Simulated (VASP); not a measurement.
A run of VASP 6.6.1 is set up as follows.

File INCAR:

```
PREC = Accurate
ENCUT = 520
EDIFF = 1E-6
ISMEAR = 0
SIGMA = 0.03
LREAL = False
LASPH = True
NELM = 100
ALGO = Fast
ISIF = 2
LWAVE = False
LCHARG = True
GGA = CA
LELF = True
LVHAR = True
NBANDS = 21
```

File KPOINTS:

```
Automatic mesh
0
Gamma
  8 8 6
```

POSCAR

```
AlInSb2
1.0
    4.6331660600      0.0000000000      0.0000000000
    0.0000000000      4.6331660600      0.0000000000
    0.0000000000      0.0000000000      6.0055359401
Al In Sb
1 1 2
Direct
    0.0000000000      0.0000000000      0.0000000000
    0.5000000000      0.5000000000      0.5000000000
    0.0000000000      0.5000000000      0.2333653700
    0.5000000000      0.0000000000      0.7666346300
```

Potentials or basis: VASP PAW LDA potentials, release 64 (Al, In_d, Sb).

Run with:

```sh
$ cat potpaw_LDA.64/Al/POTCAR potpaw_LDA.64/In_d/POTCAR potpaw_LDA.64/Sb/POTCAR > POTCAR
$ mpirun -np 1 vasp_std > vasp.out
```

Question: Predict the largest force.

Answer: 0.009 eV/Å.

Question: Predict the pressure.

Answer: -2.0 GPa.

Question: What does it give for the band gap on the k mesh?

Answer: 0.27 eV, direct.

Forces in eV/Å, atoms in the order of the input:
```
Al   0.000  0.000  0.000
In   0.000  0.000  0.000
Sb   0.000  0.000 -0.009
Sb   0.000  0.000  0.009
```

Caveat: spin-orbit coupling is left out, which moves the levels of the heavy elements. A k mesh can miss the band edges.
